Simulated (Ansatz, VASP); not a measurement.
# Cross-check of CuNi (Cu-Ni-Ni-Cu stack, (111) layers) between VASP and Ansatz

Aim: how closely do two programs agree when they are given the same cell, functional and k mesh? Of the first pair: The structure shown is the end of the Ansatz relaxation below.

Method: plane waves, with VASP 6.6.1 beside it; PBEsol, in Ansatz 0.2.0.

## Step 1: The structure

The cell holds 4 atoms: 2 Cu and 2 Ni. Its edges and angles: a = 2.447 Å, b = 2.447 Å, c = 35.994 Å, α = 90.0°, β = 90.0°, γ = 120.0°. It derives from CuNi. Vacuum lies along c.

## Step 2: Ansatz: relaxation, PBEsol

Ansatz runs on its PAW soft_1 files.

This run makes the geometry at which the two programs are then compared.

input.yaml reads:

```yaml
crystal:
  lattice:
    - [2.4473152245, 0.0, 0.0]
    - [-1.2236576122, 2.1194371554, 0.0]
    - [0.0, 0.0, 35.9936387213]
  atoms:
    - { symbol: Cu, position: [0.0, 0.0, 0.153261075] }
    - { symbol: Ni, position: [0.3333333333, 0.6666666667, 0.2098340863], spin: 0.55 }
    - { symbol: Ni, position: [0.6666666667, 0.3333333333, 0.2651615132], spin: 0.55 }
    - { symbol: Cu, position: [0.0, 0.0, 0.3217345245] }
  periodic: [true, true, false]
kpoints:
  mp_grid: { grid: [12, 12, 1] }
hamiltonian:
  xc: pbesol
  pseudopotentials: { kind: paw, azcp: { folder: soft_1 }, xc_functional: pbe }
scf:
  occupations: { method: gaussian, width: 0.15 }
output:
  forces: true
  stress: true
  eigenvalues: true
  populations: true
magnetization:
  spin_polarized: true
relax:
  adjacent_minimum: "off"
  f_tol: 0.001
  max_steps: 60
  cell: { stress_2d_tol: 0.002 }
```

On the command line:

```bash
$ ansatz run input.yaml --threads 4 --pin off --max-ram 12288MiB --backend cpu --events-out ev --progress --plain --runs-dir out
```

Numbers of over 12 decimals in the logs are rounded to 6 here.

What it wrote:

```text
Engine: ansatz 0.2.0, aarch64-unknown-linux-gnu
Pseudopotentials: kind: paw
Pseudopotential: Cu, paw, valence charge 19, recommended cutoff 420 eV (normal), soft_1/Cu.paw.azcp
Pseudopotential: Ni, paw, valence charge 18, recommended cutoff 420 eV (normal), soft_1/Ni.paw.azcp
Functional definition: PBEsol
  exchange = pbesol_x
  correlation = pbesol_c
Crystal: 4 atoms, lattice volume = 186.697 Å³
Basis set: ecut = 420 eV, 3511 PW (Γ), exchange–correlation on 36×36×486 points (8 copies of the dense FFT grid, shifted against one another)
Bands: 46, of which v1, the nominal top of the filled ones, is band 37 counted from 1 (36 counted from 0)
Symmetry: 12 space group operations
Space group: P-3m1 (ITA 164), of the structure as read, at distance tolerance 5.7e-5 Å
Magnetic group: BNS 164.85 (UNI 1315), of the structure as read, at distance tolerance 5.7e-5 Å
k-points: 19 of 144
Non-local potential: Cu, projectors of the file, l = 0: 3, l = 1: 2, l = 2: 3, l = 3: 1
Non-local potential: Ni, projectors of the file, l = 0: 3, l = 1: 2, l = 2: 3, l = 3: 1
PAW form: soft (Blöchl's): semilocal exchange-correlation on the pseudo side does not see the compensation charge
PAW frozen core: Cu, regenerated for the run's functional, and the local potential with it (the file was generated under x = pbe(κ = 0.804, μ = 0.219515), c = pbe(β = 0.066725))
PAW frozen core: Ni, regenerated for the run's functional, and the local potential with it (the file was generated under x = pbe(κ = 0.804, μ = 0.219515), c = pbe(β = 0.066725))
PAW one-centre angular grid: Cu, 590 points (default); XC on 64 Gauss nodes
PAW one-centre angular grid: Ni, 590 points (default); XC on 64 Gauss nodes
Initial density: superposition of atomic densities (neutral atoms: chi_scale 0, normalization atom)
Starting moments: Σ|m| = 1.1 μB on 2 of 4 sites
Initial wavefunctions: pseudopotential atomic-orbital guess
Functional: x = pbesol(κ = 0.804, μ = 0.123457), c = pbesol(β = 0.046)
SCF iter   1: F=—  HF=-24786.233126 eV  |F-HF|=—  |Δ(HF+E_count)|=         —  Δρ=9.80e-2 (↑9.21e-2 ↓9.80e-2)  dr2=8.25e1  dr2_m=5.66e-2  M=0.807 μB ∫|m|=0.869 μB  β_m=0.30  ethr=3.10e-3  ⟨swp⟩=17.2  Hψ=13780  notcnv=0  defer=26
Mixer restart at iter 1: flushing history
preconditioner: auto → LDOS  [metal: Δε(μ)=0.012 eV  Ē_g=7.939 eV  σ=0.150 eV  W_gap=0.05  n_scr=26 (ndim 8)  ℏωp=17.6 eV  f_vac=0.734  D(μ)=7.37/eV (n_scr^D=30)]
spin=Collinear: LDOS preconditioning applied to the charge; magnetization (m = ρ↑ − ρ↓) channel mixes plain (no charge-response kernel on spin).
SCF iter   2: F=—  HF=-24783.766458 eV  |F-HF|=—  |Δ(HF+E_count)|=    2.47e0  Δρ=4.06e-2 (↑3.95e-2 ↓4.06e-2)  dr2=1.74e1  dr2_m=5.44e-3  M=0.850 μB ∫|m|=0.929 μB  β_m=0.30  ethr=3.10e-3  ⟨swp⟩=3.2  Hψ=4461  notcnv=0  defer=90
SCF iter   3: F=—  HF=-24784.876927 eV  |F-HF|=—  |Δ(HF+E_count)|=    1.11e0  Δρ=2.53e-2 (↑2.53e-2 ↓2.47e-2)  dr2=7.14e0  dr2_m=5.70e-3  M=0.920 μB ∫|m|=1.009 μB  β_m=0.35  ethr=3.10e-3  ⟨swp⟩=3.0  Hψ=3844  notcnv=0  defer=97
SCF iter   4: F=—  HF=-24785.946920 eV  |F-HF|=—  |Δ(HF+E_count)|=    1.07e0  Δρ=9.90e-3 (↑9.90e-3 ↓8.03e-3)  dr2=7.58e-1  dr2_m=2.97e-3  M=0.883 μB ∫|m|=1.016 μB  β_m=0.68  ethr=3.10e-3  ⟨swp⟩=2.7  Hψ=2928  notcnv=0  defer=100
SCF iter   5: F=—  HF=-24786.427672 eV  |F-HF|=—  |Δ(HF+E_count)|=   4.81e-1  Δρ=9.65e-3 (↑9.65e-3 ↓8.35e-3)  dr2=3.35e-1  dr2_m=2.10e-3  M=0.812 μB ∫|m|=0.987 μB  β_m=0.59  ethr=1.02e-3  ⟨swp⟩=3.2  Hψ=3745  notcnv=0  defer=109
SCF iter   6: F=—  HF=-24786.373811 eV  |F-HF|=—  |Δ(HF+E_count)|=   5.39e-2  Δρ=2.51e-3 (↑1.86e-3 ↓2.51e-3)  dr2=3.30e-2  dr2_m=5.56e-4  M=0.817 μB ∫|m|=0.988 μB  β_m=0.56  ethr=4.52e-4  ⟨swp⟩=2.5  Hψ=3215  notcnv=0  defer=110
SCF iter   7: F=—  HF=-24786.369390 eV  |F-HF|=—  |Δ(HF+E_count)|=         —  Δρ=9.19e-4 (↑6.71e-4 ↓9.19e-4)  dr2=3.66e-3  dr2_m=1.69e-4  M=0.814 μB ∫|m|=0.982 μB  β_m=0.56  ethr=4.47e-5  ⟨swp⟩=3.0  Hψ=3361  notcnv=0  defer=110
SCF iter   8: F=—  HF=-24786.369354 eV  |F-HF|=—  |Δ(HF+E_count)|=   3.57e-5  Δρ=5.24e-4 (↑4.08e-4 ↓5.24e-4)  dr2=8.13e-4  dr2_m=1.87e-4  M=0.809 μB ∫|m|=0.974 μB  β_m=0.78  ethr=4.94e-6  ⟨swp⟩=2.4  Hψ=2888  notcnv=0  defer=110
SCF iter   9: F=—  HF=-24786.369668 eV  |F-HF|=—  |Δ(HF+E_count)|=   3.14e-4  Δρ=3.36e-4 (↑2.19e-4 ↓3.36e-4)  dr2=3.96e-4  dr2_m=5.58e-5  M=0.801 μB ∫|m|=0.964 μB  β_m=0.89  ethr=1.10e-6  ⟨swp⟩=3.1  Hψ=3627  notcnv=0  defer=110
[...]
Initial wavefunctions: pseudopotential atomic-orbital guess (no wavefunctions were taken with the density)
[...]
eigensolver tolerance schedule: the retry pair's looser diagonalisation over-reported the residual by 73220.28 of it (diagonalisation noise at an unbounded share of the residual, at the tolerance the schedule requests for it); recorded, not acted on — ethr = c·dr2/N_el stays at c = 1.0e-1
spin=Collinear: LDOS preconditioning applied to the charge; magnetization (m = ρ↑ − ρ↓) channel mixes plain (no charge-response kernel on spin).
SCF iter   2: F=—  HF=-24786.369770 eV  |F-HF|=—  |Δ(HF+E_count)|=   5.51e-5  Δρ=2.77e-6 (↑2.77e-6 ↓1.66e-6)  dr2=2.60e-8  dr2_m=1.50e-9  M=0.796 μB ∫|m|=0.958 μB  β_m=0.30  ethr=3.06e-11  ⟨swp⟩=6.8  Hψ=8002  notcnv=0
SCF iter   3: F=—  HF=-24786.369770 eV  |F-HF|=—  |Δ(HF+E_count)|=   2.10e-9  Δρ=8.04e-7 (↑8.04e-7 ↓6.14e-7)  dr2=1.82e-9  dr2_m=4.43e-10  M=0.796 μB ∫|m|=0.958 μB  β_m=0.32  ethr=3.06e-11  ⟨swp⟩=2.6  Hψ=2897  notcnv=0
SCF iter   4: F=—  HF=-24786.369770 eV  |F-HF|=—  |Δ(HF+E_count)|=   2.66e-9  Δρ=5.56e-7 (↑5.56e-7 ↓4.15e-7)  dr2=8.28e-10  dr2_m=1.99e-10  M=0.796 μB ∫|m|=0.958 μB  β_m=0.66  ethr=2.46e-12  ⟨swp⟩=2.2  Hψ=2634  notcnv=0
SCF iter   5: F=—  HF=-24786.369770 eV  |F-HF|=—  |Δ(HF+E_count)|=   2.01e-9  Δρ=1.25e-7 (↑7.93e-8 ↓1.25e-7)  dr2=5.41e-11  dr2_m=1.97e-12  M=0.796 μB ∫|m|=0.958 μB  β_m=0.66  ethr=1.12e-12  ⟨swp⟩=2.5  Hψ=3232  notcnv=0
SCF iter   6: F=—  HF=-24786.369770 eV  |F-HF|=—  |Δ(HF+E_count)|=  6.91e-11  Δρ=5.18e-8 (↑4.53e-8 ↓5.18e-8)  dr2=9.97e-12  dr2_m=8.56e-13  M=0.796 μB ∫|m|=0.958 μB  β_m=0.63  ethr=7.30e-14 (applied; sched 1.00e-12)  ⟨swp⟩=3.9  Hψ=4271  notcnv=0
SCF iter   7: F=—  HF=-24786.369770 eV  |F-HF|=—  |Δ(HF+E_count)|=  3.53e-10  Δρ=5.03e-8 (↑5.03e-8 ↓2.52e-8)  dr2=7.21e-12  dr2_m=5.10e-13  M=0.796 μB ∫|m|=0.958 μB  β_m=0.48  ethr=1.35e-14 (applied; sched 1.00e-12)  ⟨swp⟩=2.9  Hψ=3743  notcnv=0
SCF iter   8: F=—  HF=-24786.369770 eV  |F-HF|=—  |Δ(HF+E_count)|=  1.20e-10  Δρ=1.37e-8 (↑1.37e-8 ↓8.01e-9)  dr2=6.52e-13  dr2_m=3.14e-14  M=0.796 μB ∫|m|=0.958 μB  β_m=0.71  ethr=9.74e-15 (applied; sched 1.00e-12)  ⟨swp⟩=2.8  Hψ=3123  notcnv=0
SCF iter   9: F=—  HF=-24786.369770 eV  |F-HF|=—  |Δ(HF+E_count)|=  2.51e-10  Δρ=7.65e-9 (↑7.65e-9 ↓2.94e-9)  dr2=1.44e-13  dr2_m=1.42e-14  M=0.796 μB ∫|m|=0.958 μB  β_m=0.60  ethr=8.81e-16 (applied; sched 1.00e-12)  ⟨swp⟩=3.1  Hψ=4176  notcnv=0
SCF iter  10: F=—  HF=-24786.369770 eV  |F-HF|=—  |Δ(HF+E_count)|=  2.36e-10  Δρ=4.49e-9 (↑4.49e-9 ↓3.03e-9)  dr2=1.04e-13  dr2_m=1.10e-15  M=0.796 μB ∫|m|=0.958 μB  β_m=0.66  ethr=1.95e-16 (applied; sched 1.00e-12)  ⟨swp⟩=3.2  Hψ=4164  notcnv=0
SCF iter  11: F=-24786.369770 eV  HF=-24786.369770 eV  |F-HF|=0.00e0  |Δ(HF+E_count)|=  1.16e-10  Δρ=1.26e-9 (↑1.15e-9 ↓1.26e-9)  dr2=8.46e-15  dr2_m=1.59e-17  M=0.796 μB ∫|m|=0.958 μB  ethr=1.00e-12  ⟨swp⟩=8.6  Hψ=7984  notcnv=0
SCF 4 converged in 11 iterations: F = -24786.369770 eV  dr2 = 8.46e-15
relax step   4: F+E_penalty+E_count = -24786.36977006 eV  Δ(F+E_penalty+E_count) = +5.300e-6 eV  max|allowed force component| = 1.596e-4 eV/Å  Δτ_max = 0.0000 Å  P = +0.001 N/m  Ω = 186.662 Å³  fix = [c, alpha, beta]  reactions: c +0.000 N/m  stress off target by 1.00e-3 N/m on what of the cell is left free  SCF on the basis re-selected at this cell (its energy is not comparable with the rows above)  (11 SCF iters)
basis re-selected at this cell: Δ(F+E_penalty+E_count) = +5.300e-6 eV, ΔP = +0.000 N/m vs the last step (what re-selecting the basis moved, of the pressure what is left beyond the Pulay correction that the steps carried, after the strain that the cell walked since its last selection, with what the two solves' SCF thresholds leave and, on support functions, any second-order correction that the steps lacked; it is no m [...]
SCF converged after 11 iterations
Magnetization: 0.7961 μB (37.3980 up, 36.6020 down)
Absolute magnetization: 0.9630 μB (∫|ρ↑−ρ↓|, with the PAW one-centre terms)
Spin contamination: 0.0202 ħ² per cell (⟨S²⟩ above its minimum at these occupations)
Per-site moments (μB) at R_I (Å): [(0.000417871, 1.009425), (0.429323, 1.006923), (0.429323, 1.006923), (0.000417871, 1.009425)]
Free energy (F): -24786.369770 eV
Harris-Foulkes:  -24786.369770 eV  (|F-HF|=0.00e0)
Internal energy: -24786.316805 eV  (E = F + TS)
E sigma→0 (E₀):  -24786.343287 eV
Entropy (-TS):   -0.052965 eV (-13.241 meV/atom)
Fermi energy:    -5.101510 eV
--- Per-component energies (eV) ---
  E_band       = -2935.270865
  E_kinetic    = 1207.533149
  E_local      = -620223.201622  (includes V_loc(G=0)·N_el)
  E_nonlocal   = 1555.345594
  E_hartree    = 308836.021292
  E_xc         = -361.432067
  E_vxc        = -468.402324  (∫ρ·V_xc dr)
  E_paw        = -6804.110626  (= ΣΔE_a)
  E_vpaw       = -2678.592069  (= ΣTr[D̂ρ^β])
  E_aug_tail   = 0.003848  (compensation charges beyond the density's cutoff)
  E_ewald      = 291002.716645
  E_core_change = 0.806984  (= ΣΔE_core)
  E_smearing   = -0.052965  (= −TS)
  E_closure    = -0.000000  (closes the sum)
  Σ components = -24786.369770   (vs F -24786.369770, Δ=0.00e0)
--- Forces (eV/Å), atoms counted from 1 ---
  atom   1  Cu     0.00000000    -0.00000000    -0.00015960
  atom   2  Ni     0.00000000     0.00000000     0.00011100
  atom   3  Ni    -0.00000000    -0.00000000    -0.00011100
  atom   4  Cu    -0.00000000     0.00000000     0.00015960
  max |Σ_I F_I| component: 3.47e-18 eV/Å
--- 2D stress c σ (N/m, compression-positive) ---
        0.001000      -0.000000      -0.000000
       -0.000000       0.001000       0.000000
       -0.000000       0.000000       0.000000
  P = ½ c Tr σ = 0.0010 N/m
--- Band table (eV; the first three rows and the last of 38) ---
  k-point 0 ↑: bands = [... 33 lower, -6.6399, -6.6399, -6.1317, -6.0392, -6.0392, -5.5643, -5.5643, -5.2543, ... 5 higher]
  k-point 1 ↑: bands = [... 33 lower, -6.7615, -6.6317, -6.2247, -6.0558, -5.8965, -5.5568, -5.4692, -4.3715, ... 5 higher]
  k-point 2 ↑: bands = [... 33 lower, -6.7619, -6.5501, -6.3309, -6.0792, -5.7095, -5.5440, -4.5931, -3.0670, ... 5 higher]
  k-point 18 ↓: bands = [... 33 lower, -5.7345, -5.2012, -5.2012, -0.0162, 0.0502, 0.0502, 0.3848, 0.3848, ... 5 higher]
  ° read free of the cell's end (the report's vacuum.weakly_bound_levels)
--- Relaxed structure (3 steps of the walk, 3 accepted, 1 SCFs on fresh bases) ---
  F+E_penalty+E_count = -24786.36977006 eV   max|allowed force component| = 1.596e-4 eV/Å   (the final SCF, on the basis selected at the relaxed cell)
  cell:  # Å, volume = 186.6622 Å³
    - [2.447090, -2.8864946631498818e-11, 0]
    - [-1.223545, 2.119243, 0]
    - [0, 0, 35.9936387213]
  atoms:
    - { symbol: Cu, position: [0, 0, 0.153263] }
    - { symbol: Ni, position: [0.333333, 0.666667, 0.209846] }
    - { symbol: Ni, position: [0.666667, 0.333333, 0.265150] }
    - { symbol: Cu, position: [0, 0, 0.321732] }
--- Löwdin populations: 4 sites ---
  site symbol       q [e]    m [muB]
     0     Cu     18.7990     0.0044
     1     Ni     17.8116     0.4208
     2     Ni     17.8116     0.4208
     3     Cu     18.7990     0.0044
  spilling = 0.010525 (of n_electrons = 74.000000)
```

The column dr2 measures how far the density is from self-consistency, as an energy; F and HF (Harris–Foulkes) agree once it is small.

(Continued in part 2 of 2.)

[Lines on the potential files, build, host, timing and source positions are cut from VASP's logs without a mark.]

[Logs are printed without paths, hosts, clocks, repeated set-up lines and the standing remarks that a program may print on its own settings, such as how far it seeks lower states.]

[Hosts, paths, dates, database ids (printed as entryN), source tags and the programs' standing remarks are cut or masked in the printed files.]
